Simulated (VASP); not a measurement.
Input:

```
Ru2YSi2
1.0
   -2.07785     2.07785     4.76855
    2.07785    -2.07785     4.76855
    2.07785     2.07785    -4.76855
Y Ru Si
1 2 2
Direct
  0.00000   0.00000   0.00000
  0.75000   0.25000   0.50000
  0.25000   0.75000   0.50000
  0.37500   0.37500   0.00000
  0.62500   0.62500   0.00000
```

Calculation: LDA (Ceperley-Alder, Perdew-Zunger), VASP's LDA PAW potentials (set 64) (plane waves; VASP). Run with 300 eV cut-off, 8×8×8 Γ-centred mesh, Gaussian smearing of 0.14 eV, potentials Y_sv Ru_pv Si.

At this cut-off the stress carries a Pulay error, which pulls relaxed volumes low.

What does the run give for the energy per atom (σ→0), pressure, largest force, band gap (on the k-mesh) with the smallest direct gap where there is one?

The band gap (on the k-mesh) is none (metal, semimetal or under 0.01 eV). The energy per atom (σ→0) is -8.960 eV/atom and the pressure comes out as -76.1 kbar. The largest force comes out as 1.271 eV/Å.

The structure comes from a measured Ru2YSi2 entry of the Crystallography Open Database, whose conditions weren't checked. The cell was not relaxed at this level. The electron count is odd and the run is not spin-polarised, which forces a metal.
